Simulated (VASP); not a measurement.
# La4Ag3Sb8Au (P-42m) in VASP: a series of runs

Runs on La4Ag3Sb8Au. Level: LDA. Tasks: relaxation of cell and atoms.

All numbers are computed with VASP 6.6.1; they aren't measurements. Logs are shortened: lines on timing, memory, paths and dates and some standing lists are left out, and cuts for length are marked.

## 1. The crystal as given

The structure is tetragonal, space group P-42m (No. 111). The conventional cell has a = 6.205 Å, b = 6.205 Å, c = 11.026 Å, α = 90.00°, β = 90.00°, γ = 90.00°. La (site symmetry m) has 8 Sb at 3.28 to 3.41 Å and 1 Au at 3.64 Å and 3 Ag at 3.64 Å as nearest neighbours. Au (site symmetry -42m) is surrounded by 4 Sb at 2.86 Å and 4 Ag at 3.10 Å. Ag (site symmetry -42m) is surrounded by 4 Sb at 2.86 Å and 4 Ag at 3.10 Å. Around Ag (site symmetry 222) lie 4 Sb at 2.86 Å and 2 Au at 3.10 Å and 2 Ag at 3.10 Å. Around Sb (site symmetry m) lie 1 Au at 2.86 Å and 3 Ag at 2.86 Å and 4 La at 3.28 Å. Sb (site symmetry -42m) is surrounded by 4 Sb at 3.10 Å and 4 La at 3.41 Å. Sb (site symmetry -42m) has 4 Sb at 3.10 Å and 4 La at 3.41 Å as nearest neighbours. Around Sb (site symmetry 222) lie 4 Sb at 3.10 Å and 4 La at 3.41 Å.

The cell was built by a generator and needn't be a form met in nature.

## 2. Relaxation of cell and atoms, LDA

Contents of INCAR:

```
PREC = Accurate ; ENCUT = 600
EDIFF = 1E-6 ; ISMEAR = 1
SIGMA = 0.1 ; LREAL = F
LASPH = T ; NELM = 80
ALGO = Normal ; ISIF = 3
LWAVE = F ; LCHARG = F
IBRION = 2 ; NSW = 90
EDIFFG = -0.01 ; KPAR = 4
```

Contents of KPOINTS:

```
Automatic mesh
0
Gamma
  6 6 4
```

Contents of POSCAR:

```
La4Ag3Sb8Au
1.0
    4.3873072600     -4.3873072600      0.0000000000
    4.3873072600      4.3873072600      0.0000000000
    0.0000000000      0.0000000000     11.0262201500
La Au Ag Sb
4 1 3 8
Direct
    0.7500000000      0.2500000000      0.2629930000
    0.2500000000      0.7500000000      0.2629930000
    0.2500000000      0.2500000000      0.7370070000
    0.7500000000      0.7500000000      0.7370070000
    0.0000000000      0.0000000000      0.0000000000
    0.5000000000      0.5000000000      0.0000000000
    0.0000000000      0.5000000000      0.0000000000
    0.5000000000      0.0000000000      0.0000000000
    0.7500000000      0.2500000000      0.8333123600
    0.2500000000      0.7500000000      0.8333123600
    0.2500000000      0.2500000000      0.1666876400
    0.7500000000      0.7500000000      0.1666876400
    0.0000000000      0.0000000000      0.5000000000
    0.5000000000      0.5000000000      0.5000000000
    0.0000000000      0.5000000000      0.5000000000
    0.5000000000      0.0000000000      0.5000000000
```

Potentials or basis: VASP PAW LDA potentials, release 64 (La, Au, Ag, Sb).

Launch:

```
$ cat potpaw_LDA.64/La/POTCAR potpaw_LDA.64/Au/POTCAR potpaw_LDA.64/Ag/POTCAR potpaw_LDA.64/Sb/POTCAR > POTCAR
$ mpirun -np 4 vasp_std > vasp.out
```

OUTCAR:

```text
PREC = Accurate
   ENCUT = 600
   EDIFF = 1E-6
   ISMEAR = 1
   LREAL = F
   LASPH = T
   NELM = 80
   ISIF = 3
   IBRION = 2
   NSW = 90
   EDIFFG = -0.01

 ion  position               nearest neighbor table
   1  0.750  0.250  0.263-  11 3.28  12 3.28  12 3.28  11 3.28  15 3.41  16 3.41  13 3.41  14 3.41
                             5 3.64   6 3.64   7 3.64   8 3.64
   2  0.250  0.750  0.263-  11 3.28  12 3.28  11 3.28  12 3.28  15 3.41  16 3.41  13 3.41  14 3.41
                             5 3.64   6 3.64   7 3.64   8 3.64
   3  0.250  0.250  0.737-   9 3.28  10 3.28  10 3.28   9 3.28  15 3.41  16 3.41  13 3.41  14 3.41
                             5 3.64   6 3.64   7 3.64   8 3.64
   4  0.750  0.750  0.737-   9 3.28  10 3.28   9 3.28  10 3.28  15 3.41  16 3.41  13 3.41  14 3.41
                             5 3.64   6 3.64   7 3.64   8 3.64
   5  0.000  0.000  0.000-   9 2.86  10 2.86  11 2.86  12 2.86   7 3.10   8 3.10   7 3.10   8 3.10
                             1 3.64   2 3.64   3 3.64   4 3.64
   6  0.500  0.500  0.000-   9 2.86  10 2.86  11 2.86  12 2.86   7 3.10   8 3.10   8 3.10   7 3.10
                             1 3.64   2 3.64   3 3.64   4 3.64
   7  0.000  0.500  0.000-   9 2.86  10 2.86  11 2.86  12 2.86   5 3.10   6 3.10   5 3.10   6 3.10
                             1 3.64   2 3.64   3 3.64   4 3.64
   8  0.500  0.000  0.000-   9 2.86  10 2.86  11 2.86  12 2.86   5 3.10   6 3.10   6 3.10   5 3.10
                             1 3.64   2 3.64   3 3.64   4 3.64
   9  0.750  0.250  0.833-   5 2.86   6 2.86   7 2.86   8 2.86   3 3.28   4 3.28   4 3.28   3 3.28
[... 9 lines left out ...]
  14  0.500  0.500  0.500-  15 3.10  16 3.10  16 3.10  15 3.10   1 3.41   2 3.41   3 3.41   4 3.41

  15  0.000  0.500  0.500-  13 3.10  14 3.10  13 3.10  14 3.10   1 3.41   2 3.41   3 3.41   4 3.41

  16  0.500  0.000  0.500-  13 3.10  14 3.10  14 3.10  13 3.10   1 3.41   2 3.41   3 3.41   4 3.41

  LATTYP: Found a simple tetragonal cell.
 ALAT       =     6.2045894294
 C/A-ratio  =     1.7771071359

  Lattice vectors:

 A1 = (   4.3873072600,  -4.3873072600,   0.0000000000)
 A2 = (   4.3873072600,   4.3873072600,   0.0000000000)
 A3 = (   0.0000000000,   0.0000000000,  11.0262201500)

Analysis of symmetry for initial positions (statically):
=====================================================================
 Subroutine PRICEL returns:
 Original cell was already a primitive cell.

 Routine SETGRP: Setting up the symmetry group for a
 simple tetragonal supercell.

 Subroutine GETGRP returns: Found  8 space group operations
 (whereof  8 operations were pure point group operations)
 out of a pool of 16 trial point group operations.

The static configuration has the point symmetry D_2d.

Analysis of symmetry for dynamics (positions and initial velocities):
=====================================================================
 Subroutine PRICEL returns:
 Original cell was already a primitive cell.

 Routine SETGRP: Setting up the symmetry group for a
 simple tetragonal supercell.

 Subroutine GETGRP returns: Found  8 space group operations
 (whereof  8 operations were pure point group operations)
 out of a pool of 16 trial point group operations.

The dynamic configuration has the point symmetry D_2d.

 Subroutine INISYM returns: Found  8 space group operations
 (whereof  8 operations are pure point group operations),
 and found     1 'primitive' translations

----------------------------------------------------------------------------------------

                                     Primitive cell

  volume of cell :     424.4756

  direct lattice vectors                    reciprocal lattice vectors
     4.387307260 -4.387307260  0.000000000     0.113965120 -0.113965120  0.000000000
     4.387307260  4.387307260  0.000000000     0.113965120  0.113965120  0.000000000
     0.000000000  0.000000000 11.026220150     0.000000000  0.000000000  0.090692911

  length of vectors
     6.204589429  6.204589429 11.026220150     0.161171019  0.161171019  0.090692911

  position of ions in fractional coordinates (direct lattice)
     0.750000000  0.250000000  0.262993000
     0.250000000  0.750000000  0.262993000
     0.250000000  0.250000000  0.737007000
     0.750000000  0.750000000  0.737007000
     0.000000000  0.000000000  0.000000000
     0.500000000  0.500000000  0.000000000
[... 8 lines left out ...]
     0.000000000  0.500000000  0.500000000
     0.500000000  0.000000000  0.500000000

  ion indices of the primitive-cell ions
   primitive index   ion index
                 1           1
                 2           2
                 3           3
                 4           4
                 5           5
                 6           6
[... 8 lines left out ...]
                15          15
                16          16

----------------------------------------------------------------------------------------

 KPOINTS: Automatic mesh

Automatic generation of k-mesh.
 Grid dimensions read from file:
 generate k-points for:    6    6    4

 Generating k-lattice:

  Cartesian coordinates                     Fractional coordinates (reciprocal lattice)
     0.018994187 -0.018994187  0.000000000     0.166666667  0.000000000  0.000000000
     0.018994187  0.018994187  0.000000000     0.000000000  0.166666667  0.000000000
     0.000000000  0.000000000  0.022673228     0.000000000  0.000000000  0.250000000

  Length of vectors
     0.026861836  0.026861836  0.022673228

  Shift w.r.t. Gamma in fractional coordinates (k-lattice)
     0.000000000  0.000000000  0.000000000

 Subroutine IBZKPT returns following result:
 ===========================================

 Found     30 irreducible k-points:

 Following reciprocal coordinates:
            Coordinates               Weight
  0.000000  0.000000  0.000000      1.000000
  0.166667  0.000000  0.000000      4.000000
  0.333333  0.000000  0.000000      4.000000
  0.500000  0.000000  0.000000      2.000000
  0.166667  0.166667  0.000000      4.000000
  0.333333  0.166667  0.000000      8.000000
[... 16 lines left out ...]
  0.333333  0.000000  0.500000      4.000000
  0.500000  0.000000  0.500000      2.000000
 [... further k-points ...]
   k-points           NKPTS =     30   k-points in BZ     NKDIM =     30   number of bands    NBANDS=     76
   number of dos      NEDOS =    301   number of ions     NIONS =     16
   total plane-waves  NPLWV = 225000
   dimension x,y,z NGX =    50 NGY =   50 NGZ =   90
   dimension x,y,z NGXF=   100 NGYF=  100 NGZF=  180
   ions per type =               4   1   3   8
   NGX,Y,Z   is equivalent  to a cutoff of  13.40, 13.40, 13.57 a.u.
   NGXF,Y,Z  is equivalent  to a cutoff of  26.79, 26.79, 27.14 a.u.
 SYSTEM =  unknown system
   PREC   = accura    normal or accurate (medium, high low for compatibility)
   ISTART =      0    job   : 0-new  1-cont  2-samecut
   ICHARG =      2    charge: 1-file 2-atom 10-const
   ISPIN  =      1    spin polarized calculation?
   LNONCOLLINEAR =      F non collinear calculations
   LSORBIT =      F    spin-orbit coupling
   LASPH  =      T    aspherical Exc in radial PAW
   ENCUT  =  600.0 eV  44.10 Ry    6.64 a.u.  12.39 12.39 22.02*2*pi/ulx,y,z
   NELM   =     80;   NELMIN=  2; NELMDL= -5     # of ELM steps
   EDIFF  = 0.1E-05   stopping-criterion for ELM
   LREAL  =      F    real-space projection
   EDIFFG = -.1E-01   stopping-criterion for IOM
   NSW    =     90    number of steps for IOM
   IBRION =      2    ionic relax: 0-MD 1-quasi-New 2-CG
   NFREE  =      1    steps in history (QN), initial steepest desc. (CG)
   ISIF   =      3    stress and relaxation
   ISYM   =      2    0-nonsym 1-usesym 2-fastsym
   POTIM  = 0.5000    time-step for ionic-motion
   TEBEG  =    0.0;   TEEND  =   0.0 temperature during run
   PSTRESS=    0.0 pullay stress
   NELECT =     128.0000    total number of electrons
   NUPDOWN=      -1.0000    fix difference up-down
   EMIN   =  10.00;   EMAX   =-10.00  energy-range for DOS
   EFERMI =   0.00;   METHOD = LEGACY
   ISMEAR =     1;   SIGMA  =   0.10  broadening in eV -4-tet -1-fermi 0-gaus
   EFERMI_NEDOS =   21; number of points for ismear=-14 and -15
   IALGO  =     38    algorithm
   IMIX   =      4    mixing-type and parameters
     AMIX     =   0.40;   BMIX     =  1.00
     AMIX_MAG =   1.60;   BMIX_MAG =  1.00
  volume/ion in A,a.u.               =      26.53       179.03
  Fermi-wavevector in a.u.,A,eV,Ry     =   1.097810  2.074560 16.397566  1.205187
  Thomas-Fermi vector in A             =   2.234177
   LORBIT       =      0    0 simple, 1 ext, 2 COOP (PROOUT), +10 PAW based schemes
   GGA     = CA    functional components
   LHFCALC =     F    Hartree Fock is set to
   AEXX    =    0.0000 exact exchange contribution
   IVDW    =     0    specifies the selected vdW correction
   LEPSILON=     F    determine dielectric tensor
   LRPA    =     F    only Hartree local field effects (RPA)
 conjugate gradient relaxation of ions
 non-spin polarized calculation
 Methfessel and Paxton  Order N= 1 SIGMA  =   0.10
  energy-cutoff  :      600.00
  volume of cell :      424.48
 maximum number of plane-waves:     14208
 NGX is ok and might be reduce to    50
   NGX = 25   NGY = 25   NGZ = 45

--------------------------------------- Ionic step        1  -------------------------------------------

 number of electron     128.0000008 magnetization

 Free energy of the ion-electron system (eV)
  ---------------------------------------------------
  ext. energy  EPLUGINS =         0.00000000
  ---------------------------------------------------
  free energy    TOTEN  =       -88.90641751 eV

  energy without entropy =      -88.90286184  energy(sigma->0) =      -88.90523229

------------------------ aborting loop because EDIFF is reached ----------------------------------------

  FORCE on cell =-STRESS in cart. coord.  units (eV):
  Direction    XX          YY          ZZ          XY          YZ          ZX
  --------------------------------------------------------------------------------------
  -------------------------------------------------------------------------------------
  Total      -10.4350126    -10.4350126    -12.7355286      0.0000000     -0.0000000      0.0000000
  in kB      -39.3868094    -39.3868094    -48.0700752      0.0000000     -0.0000000      0.0000000
  external PRESSURE =     -42.2812314 kB  Pullay stress =       0.0000000 kB
[... 385 lines left out ...]
  energy  without entropy=      -89.3369312229  energy(sigma->0) =      -89.33887050

--------------------------------------- Ionic step        9  -------------------------------------------

 number of electron     128.0000014 magnetization

 Free energy of the ion-electron system (eV)
  ---------------------------------------------------
  ext. energy  EPLUGINS =         0.00000000
  ---------------------------------------------------
  free energy    TOTEN  =       -89.34124774 eV

  energy without entropy =      -89.33799884  energy(sigma->0) =      -89.34016477

 E-fermi :   8.7650     XC(G=0): -10.8503

 val. band max:        8.7629284629   @ k =   0.5000   0.3333   0.2500
 cond. band min:       8.7677414227   @ k =   0.1667   0.0000   0.2500
 fundamental gap:      0.0048129598
 Fermi energy:         8.7649800379

 k-point     1 :       0.0000    0.0000    0.0000
  band No.  band energies     occupation
      1     -23.4624      2.00000
      2     -23.4611      2.00000
      3     -23.4336      2.00000
      4     -23.4336      2.00000
      5      -7.5212      2.00000
      6      -7.4923      2.00000
[... 1885 lines left out ...]
     75      10.7950      0.00000
     76      10.8050      0.00000

 [... further k-points ...]

------------------------ aborting loop because EDIFF is reached ----------------------------------------

  FORCE on cell =-STRESS in cart. coord.  units (eV):
  Direction    XX          YY          ZZ          XY          YZ          ZX
  --------------------------------------------------------------------------------------
  -------------------------------------------------------------------------------------
  Total       -0.0188996     -0.0188996      0.0207767      0.0000000     -0.0000000      0.0000000
  in kB       -0.0761202     -0.0761202      0.0836805      0.0000000     -0.0000000      0.0000000
  external PRESSURE =      -0.0228533 kB  Pullay stress =       0.0000000 kB
[... 31 lines left out ...]
  FREE ENERGIE OF THE ION-ELECTRON SYSTEM (eV)
  ---------------------------------------------------
  free  energy   TOTEN  =       -89.3412477388 eV

  energy  without entropy=      -89.3379988354  energy(sigma->0) =      -89.34016477

 reached required accuracy - stopping structural energy minimisation
```

It took 80 min on 4 MPI ranks of Intel Xeon Platinum 8375C at 2.90GHz (Ice Lake), shared host; peak memory 1.2 GiB.

Results:

* Free energy: -89.3412 eV
* Relaxed volume: 24.86 Å³/atom
* Relaxed cell: a = 6.149 Å, b = 6.149 Å, c = 10.522 Å, α = 90.00°, β = 90.00°, γ = 90.00°
* Space group after relaxing (to 0.05 Å): P-42m (No. 111)
* Energy gained by relaxing: 27.2 meV/atom
* Ionic steps: 9
* Pressure after relaxing: 0.0 GPa
* Largest force after relaxing: 0.009 eV/Å
* Band gap on the k mesh: none (metal or under the smearing width)

Forces in eV/Å, atoms in the order of the input:
```
La   0.000 -0.002 -0.003
La   0.000  0.002 -0.003
La  -0.002  0.000  0.003
La   0.002  0.000  0.003
Au   0.000  0.000  0.000
Ag   0.000  0.000  0.000
Ag   0.000  0.000  0.000
Ag   0.000  0.000  0.000
Sb   0.000  0.009 -0.001
Sb   0.000 -0.009 -0.001
Sb   0.009  0.000  0.001
Sb  -0.009  0.000  0.001
Sb   0.000  0.000  0.000
Sb   0.000  0.000  0.000
Sb   0.000  0.000  0.000
Sb   0.000  0.000  0.000
```

Step by step:
| step | energy change (eV) | largest force (eV/Å) | pressure (GPa) | volume (Å³) |
| --- | --- | --- | --- | --- |
| 1 | 0.0000 | 0.2680 | -4.23 | 424.48 |
| 2 | -0.1427 | 0.4325 | 4.17 | 382.89 |
| 3 | -0.3503 | 0.2565 | 0.10 | 400.09 |
| 4 | -0.3869 | 0.2291 | 0.06 | 399.47 |
| 5 | -0.4233 | 0.1591 | 0.07 | 397.80 |
| 6 | -0.4334 | 0.0492 | -0.12 | 398.43 |
| 7 | -0.4343 | 0.0126 | -0.18 | 398.65 |
| 8 | -0.4334 | 0.0168 | 0.29 | 396.42 |
| 9 | -0.4348 | 0.0090 | 0.00 | 397.80 |

Final structure:
```
La Au Ag Sb
1.0
     4.34780   -4.34780    0.00000
     4.34780    4.34780    0.00000
     0.00000    0.00000   10.52190
La Au Ag Sb
4 1 3 8
Direct
  0.75134 0.24866 0.25665
  0.24866 0.75134 0.25665
  0.24866 0.24866 0.74335
  0.75134 0.75134 0.74335
  0.00000 0.00000 0.00000
  0.50000 0.50000 0.00000
  0.00000 0.50000 0.00000
  0.50000 0.00000 0.00000
  0.74980 0.25020 0.83001
  0.25020 0.74980 0.83001
  0.25020 0.25020 0.16999
  0.74980 0.74980 0.16999
  0.00000 0.00000 0.50000
  0.50000 0.50000 0.50000
  0.00000 0.50000 0.50000
  0.50000 0.00000 0.50000
```

Levels at points of the mesh, in eV from the Fermi level:
```csv
k point,band 62,band 63,band 64,band 65,band 66,band 67
"(0.00, 0.00, 0.00)",-0.69,0.26,0.47,0.47,1.39,1.76
"(0.50, 0.00, 0.00)",-0.84,-0.38,-0.29,0.62,0.63,1.37
"(0.50, 0.50, 0.00)",-0.75,-0.74,-0.70,-0.34,-0.33,-0.31
"(0.00, 0.00, 0.50)",-1.05,0.05,0.53,0.53,1.28,1.75
"(0.50, 0.00, 0.50)",-1.17,-0.71,-0.62,0.76,0.77,1.60
"(0.50, 0.50, 0.50)",-0.54,-0.54,-0.54,0.17,0.18,0.19
```

The run has no spin-orbit coupling, so splittings on Au, La, Sb are missing.

(Continued in part 2 of 2.)
